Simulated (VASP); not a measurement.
# Band gap of SnSe: cutoff, mesh and cell, part 2 of 2

Aim: test what besides the functional moves the gap of SnSe. The starting structure is a cell with measured lattice constants from the literature and the atomic positions of a computed structure of the Materials Project. The atoms were first relaxed with LDA in that cell, in a run that isn't shown, and the relaxed structure is the one below.

VASP 6.6.1.

Results so far: reference 0.465 eV; cell and atoms relaxed by LDA 0.345 eV.

### Step 4. Bands with no band path

Level of this step: LDA; plane waves and PAW (Sn_d, Se) (VASP).

Against step 2 the input has no band path (also changed: NBANDS).

The input, INCAR:

```
SYSTEM = SnSe
PREC = Accurate
ENCUT = 350
EDIFF = 1E-06
NELM = 100
ISMEAR = 0
SIGMA = 0.03
LREAL = .FALSE.
ALGO = Normal
GGA = CA
NBANDS = 49
LORBIT = 11
LWAVE = .FALSE.
LCHARG = .FALSE.
KPAR = 8
LASPH = .TRUE.
```

The input, POSCAR:

```
SnSe
1.0
   11.5022000000      0.0000000000      0.0000000000
    0.0000000000      4.1540000000      0.0000000000
    0.0000000000      0.0000000000      4.4445000000
Sn Se
4 4
Direct
    0.1186512327      0.7500000000      0.1103472981
    0.3813487673      0.2500000000      0.6103472981
    0.8813487673      0.2500000000      0.8896527019
    0.6186512327      0.7500000000      0.3896527019
    0.8557343357      0.7500000000      0.4773046476
    0.3557343357      0.7500000000      0.0226953524
    0.6442656643      0.2500000000      0.9773046476
    0.1442656643      0.2500000000      0.5226953524
```

The input, KPOINTS:

```
Automatic mesh
0
Gamma
2 6 6
0 0 0
```

PAW data sets: Sn_d and Se (LDA family, release 64).

Command:

```bash
$ mpirun -np 8 vasp_std
```

The program printed:

```text
[... set-up lines as in an earlier step ...]
 entering main loop
       N       E                     dE             d eps       ncg     rms          rms(c)
DAV:   1     0.750563881663E+03    0.75056E+03   -0.29816E+04  3304   0.167E+03
DAV:   2     0.864926287467E+02   -0.66407E+03   -0.64407E+03  3184   0.489E+02
DAV:   3    -0.310980325660E+02   -0.11759E+03   -0.11213E+03  3801   0.183E+02
DAV:   4    -0.384453617921E+02   -0.73473E+01   -0.72219E+01  3706   0.475E+01
[...]
DAV:  11    -0.379119478431E+02   -0.13885E-04   -0.16809E-04  4208   0.641E-02    0.178E-02
DAV:  12    -0.379119365925E+02    0.11251E-04   -0.40486E-05  4077   0.312E-02    0.566E-03
DAV:  13    -0.379119370054E+02   -0.41287E-06   -0.41638E-06  2901   0.870E-03
   1 F= -.37911937E+02 E0= -.37911937E+02  d E =-.111038E-11
```

The job ended after 26 s (8 MPI ranks of AMD EPYC 7R43, shared host; peak memory 2.1 GiB; 3.4 min of CPU time).

OUTCAR, selected parts (step 4):

```text
  Total       -2.3372656     -2.7116241     -2.6075640      0.0000000     -0.0000000      0.0000000
  in kB      -17.6338984    -20.4583100    -19.6732106      0.0000000     -0.0000000      0.0000000
  external PRESSURE =     -19.2551397 kB  Pullay stress =       0.0000000 kB

 POSITION                                       TOTAL-FORCE (eV/Angst)
 -----------------------------------------------------------------------------------
      1.36475      3.11550      0.49044         0.011238      0.000000     -0.003517
      4.38635      1.03850      2.71269        -0.011238      0.000000     -0.003517
     10.13745      1.03850      3.95406        -0.011238      0.000000      0.003517
      7.11585      3.11550      1.73181         0.011238      0.000000      0.003517
      9.84283      3.11550      2.12138        -0.001250      0.000000     -0.002156
      4.09173      3.11550      0.10087        -0.001250     -0.000000      0.002156
      7.41047      1.03850      4.34363         0.001250     -0.000000     -0.002156
      1.65937      1.03850      2.32312         0.001250     -0.000000      0.002156
 -----------------------------------------------------------------------------------
    total drift:                                0.000000      0.000000     -0.000000

  FREE ENERGIE OF THE ION-ELECTRON SYSTEM (eV)
  ---------------------------------------------------
  free  energy   TOTEN  =       -37.9119370054 eV

  energy  without entropy=      -37.9119370054  energy(sigma->0) =      -37.91193701

[... 1 part as in an earlier step ...]

[... 2 further parts left out ...]
[key lines of the parts left out:]
E-fermi :   5.5192
```

With no band path the gap is 0.465 eV, +0.000 eV from the reference, read on the mesh alone.

### Step 5. Bands with a cutoff of 500 eV

Against step 2 the input has ENCUT = 500.

Edit INCAR of step 4 so:

```diff
@@ -2,3 +2,3 @@
 PREC = Accurate
-ENCUT = 350
+ENCUT = 500
 EDIFF = 1E-06
@@ -10,3 +10,3 @@
 GGA = CA
-NBANDS = 49
+NBANDS = 61
 LORBIT = 11
```

POSCAR is that of step 4.

KPOINTS is that of step 4.

The input, KPOINTS_OPT:

```
Line mode
8
Line-mode
Reciprocal
  0.00000000   0.00000000   0.00000000 GAMMA
  0.00000000   0.50000000   0.00000000 X

  0.00000000   0.50000000   0.00000000 X
  0.00000000   0.50000000   0.50000000 S

  0.00000000   0.50000000   0.50000000 S
  0.00000000   0.00000000   0.50000000 Y

  0.00000000   0.00000000   0.50000000 Y
  0.00000000   0.00000000   0.00000000 GAMMA

  0.00000000   0.00000000   0.00000000 GAMMA
  0.50000000   0.00000000   0.00000000 Z

  0.50000000   0.00000000   0.00000000 Z
  0.50000000   0.50000000   0.00000000 U

  0.50000000   0.50000000   0.00000000 U
  0.50000000   0.50000000   0.50000000 R

  0.50000000   0.50000000   0.50000000 R
  0.50000000   0.00000000   0.50000000 T

  0.50000000   0.00000000   0.50000000 T
  0.50000000   0.00000000   0.00000000 Z

  0.00000000   0.00000000   0.50000000 Y
  0.50000000   0.00000000   0.50000000 T

  0.50000000   0.50000000   0.00000000 U
  0.00000000   0.50000000   0.00000000 X

  0.00000000   0.50000000   0.50000000 S
  0.50000000   0.50000000   0.50000000 R
```

Command:

```bash
$ mpirun -np 8 vasp_std
```

The program printed:

```text
[... set-up lines as in an earlier step ...]
 entering main loop
       N       E                     dE             d eps       ncg     rms          rms(c)
DAV:   1     0.866732491828E+03    0.86673E+03   -0.34178E+04  4412   0.166E+03
DAV:   2     0.123231537345E+03   -0.74350E+03   -0.69887E+03  3904   0.518E+02
DAV:   3    -0.277665374894E+02   -0.15100E+03   -0.14416E+03  4473   0.178E+02
DAV:   4    -0.384066673831E+02   -0.10640E+02   -0.10491E+02  4616   0.492E+01
[...]
DAV:  11    -0.379184487475E+02   -0.25666E-04   -0.16381E-04  4886   0.464E-02    0.256E-02
DAV:  12    -0.379184341346E+02    0.14613E-04   -0.30153E-05  4805   0.245E-02    0.629E-03
DAV:  13    -0.379184347689E+02   -0.63427E-06   -0.54937E-06  3750   0.819E-03
   1 F= -.37918435E+02 E0= -.37918435E+02  d E =-.420021E-27
 Start KPOINTS_OPT (optional k-point list driver)
k-point batch [1-32\96]
       N       E                     dE             ncg
DAV:   1     0.854250979077E+04   -0.41452E+05     4390
DAV:   2    -0.151928025387E+05   -0.23735E+05     3904
DAV:   3    -0.199326062503E+05   -0.47398E+04     4474
DAV:   4    -0.202652093861E+05   -0.33260E+03     4624
[...]
DAV:   8    -0.202744679789E+05   -0.18933E-03     5253
DAV:   9    -0.202744679843E+05   -0.53754E-05     3424
DAV:  10    -0.202744679849E+05   -0.63076E-06     2581
[...]
k-point batch [65-96\96]
       N       E                     dE             ncg
DAV:   1     0.875271861324E+04   -0.48789E+05     4402
DAV:   2    -0.150715579020E+05   -0.23824E+05     3912
DAV:   3    -0.198871098684E+05   -0.48156E+04     4525
DAV:   4    -0.202304236216E+05   -0.34331E+03     4648
[...]
DAV:   8    -0.202399725452E+05   -0.17990E-03     5397
DAV:   9    -0.202399725501E+05   -0.49501E-05     3451
DAV:  10    -0.202399725507E+05   -0.54075E-06     2670
```

Run time: 2.1 min. Hardware: 8 MPI ranks; peak memory 4.8 GiB.

OUTCAR, selected parts (step 5):

```text
  Total       -2.0515652     -2.4237624     -2.3193424      0.0000000      0.0000000      0.0000000
  in kB      -15.4783830    -18.2864881    -17.4986735      0.0000000      0.0000000      0.0000000
  external PRESSURE =     -17.0878482 kB  Pullay stress =       0.0000000 kB

 POSITION                                       TOTAL-FORCE (eV/Angst)
 -----------------------------------------------------------------------------------
      1.36475      3.11550      0.49044         0.010660      0.000000     -0.004698
      4.38635      1.03850      2.71269        -0.010660      0.000000     -0.004698
     10.13745      1.03850      3.95406        -0.010660      0.000000      0.004698
      7.11585      3.11550      1.73181         0.010660     -0.000000      0.004698
      9.84283      3.11550      2.12138        -0.000858      0.000000     -0.002634
      4.09173      3.11550      0.10087        -0.000858     -0.000000      0.002634
      7.41047      1.03850      4.34363         0.000858      0.000000     -0.002634
      1.65937      1.03850      2.32312         0.000858     -0.000000      0.002634
 -----------------------------------------------------------------------------------
    total drift:                                0.000000     -0.000000     -0.000000

  FREE ENERGIE OF THE ION-ELECTRON SYSTEM (eV)
  ---------------------------------------------------
  free  energy   TOTEN  =       -37.9184347689 eV

  energy  without entropy=      -37.9184347689  energy(sigma->0) =      -37.91843477

[... 1 part as in an earlier step ...]

[... 2 further parts left out ...]
[key lines of the parts left out:]
E-fermi :   5.6088
```

With a cutoff of 500 eV the gap is 0.465 eV, +0.000 eV from the reference.

### Step 6. Bands with a 4×8×8 mesh

Against step 2 the input has a 4×8×8 mesh.

Edit INCAR of step 5 so:

```diff
@@ -2,3 +2,3 @@
 PREC = Accurate
-ENCUT = 500
+ENCUT = 350
 EDIFF = 1E-06
```

POSCAR is that of step 5.

The input, KPOINTS:

```
Automatic mesh
0
Gamma
4 8 8
0 0 0
```

KPOINTS_OPT is that of step 5.

Command:

```bash
$ mpirun -np 8 vasp_std
```

The program printed:

```text
[... set-up lines as in an earlier step ...]
 entering main loop
       N       E                     dE             d eps       ncg     rms          rms(c)
DAV:   1     0.747940507541E+03    0.74794E+03   -0.28224E+04  9863   0.134E+03
DAV:   2     0.931167421728E+02   -0.65482E+03   -0.61728E+03  9198   0.420E+02
DAV:   3    -0.307616490533E+02   -0.12388E+03   -0.11862E+03 10679   0.156E+02
DAV:   4    -0.385256619602E+02   -0.77640E+01   -0.76727E+01 10708   0.419E+01
[...]
DAV:  11    -0.379479159419E+02   -0.24444E-04   -0.16801E-04 11549   0.481E-02    0.256E-02
DAV:  12    -0.379479011557E+02    0.14786E-04   -0.31187E-05 10988   0.241E-02    0.647E-03
DAV:  13    -0.379479018283E+02   -0.67258E-06   -0.54766E-06  8762   0.823E-03
   1 F= -.37947902E+02 E0= -.37947902E+02  d E =-.549486E-26
 Start KPOINTS_OPT (optional k-point list driver)
k-point batch [1-75\96]
       N       E                     dE             ncg
DAV:   1     0.116027676540E+05   -0.78636E+05    10177
DAV:   2    -0.376391920402E+05   -0.49242E+05     9190
DAV:   3    -0.468783766391E+05   -0.92392E+04    10639
DAV:   4    -0.474539347262E+05   -0.57556E+03    10815
[...]
DAV:   8    -0.474688085287E+05   -0.30027E-03    12882
DAV:   9    -0.474688085315E+05   -0.27897E-05     6944
DAV:  10    -0.474688085321E+05   -0.61636E-06     6212
k-point batch [76-96\96]
       N       E                     dE             ncg
DAV:   1     0.611930752888E+05   -0.34851E+05     2791
DAV:   2     0.474218563775E+05   -0.13771E+05     2570
DAV:   3     0.448767361988E+05   -0.25451E+04     3038
DAV:   4     0.447217300621E+05   -0.15501E+03     2964
DAV:   5     0.447179009168E+05   -0.38291E+01     3095
DAV:   6     0.447177517611E+05   -0.14916E+00     3546
DAV:   7     0.447177488775E+05   -0.28836E-02     3564
DAV:   8     0.447177488229E+05   -0.54617E-04     3590
DAV:   9     0.447177488221E+05   -0.76513E-06     1980
```

Wall time 2.2 min (8 MPI ranks); peak memory 5.5 GiB; 18 min of CPU time.

Parts of OUTCAR (step 6):

```text
  Total       -2.6329243     -2.7564925     -2.5798742      0.0000000      0.0000000      0.0000000
  in kB      -19.8645456    -20.7968270    -19.4643003      0.0000000      0.0000000      0.0000000
  external PRESSURE =     -20.0418909 kB  Pullay stress =       0.0000000 kB

 POSITION                                       TOTAL-FORCE (eV/Angst)
 -----------------------------------------------------------------------------------
      1.36475      3.11550      0.49044        -0.010159     -0.000000     -0.015767
      4.38635      1.03850      2.71269         0.010159     -0.000000     -0.015767
     10.13745      1.03850      3.95406         0.010159     -0.000000      0.015767
      7.11585      3.11550      1.73181        -0.010159     -0.000000      0.015767
      9.84283      3.11550      2.12138         0.008405      0.000000     -0.022898
      4.09173      3.11550      0.10087         0.008405     -0.000000      0.022898
      7.41047      1.03850      4.34363        -0.008405      0.000000     -0.022898
      1.65937      1.03850      2.32312        -0.008405      0.000000      0.022898
 -----------------------------------------------------------------------------------
    total drift:                                0.000000      0.000000     -0.000000

  FREE ENERGIE OF THE ION-ELECTRON SYSTEM (eV)
  ---------------------------------------------------
  free  energy   TOTEN  =       -37.9479018283 eV

  energy  without entropy=      -37.9479018283  energy(sigma->0) =      -37.94790183

[... 1 part as in an earlier step ...]

[... 2 further parts left out ...]
[key lines of the parts left out:]
E-fermi :   5.5524
```

With a 4×8×8 mesh the gap is 0.540 eV, +0.074 eV from the reference.

### Step 7. All runs side by side

| run | gap (eV) | change (eV) | core minutes |
| --- | --- | --- | --- |
| reference | 0.465 | - | 11.7 |
| cell and atoms relaxed by LDA | 0.345 | -0.12 | 11.3 |
| no band path | 0.465 | 0.0 | 3.47 |
| a cutoff of 500 eV | 0.465 | 0.0 | 16.5 |
| a 4×8×8 mesh | 0.54 | 0.074 | 17.7 |

Core minutes are wall time times ranks of the run shown, on a shared host.

### Step 8. Results

```json
{
  "reference gap": "0.465 eV",
  "gap with cell and atoms relaxed by LDA": "0.345 eV",
  "gap with no band path": "0.465 eV",
  "gap with a cutoff of 500 eV": "0.465 eV",
  "gap with a 4×8×8 mesh": "0.540 eV"
}
```

What this shows: Among the runs that read a gap along the path, the one with cell and atoms relaxed by LDA moves it most, by -0.120 eV. On finer settings it changes by +0.000 eV with a cutoff of 500 eV and +0.074 eV with a 4×8×8 mesh. The functional's own error isn't tested here. Further runs on this material are not shown.

[Lines on the potential files, build, host, timing and source positions are cut from VASP's logs without a mark.]

[Logs are printed without paths, hosts, clocks, repeated set-up lines and the standing remarks that a program may print on its own settings, such as how far it seeks lower states.]

[Hosts, paths, dates, database ids (printed as entryN), source tags and the programs' standing remarks are cut or masked in the printed files.]
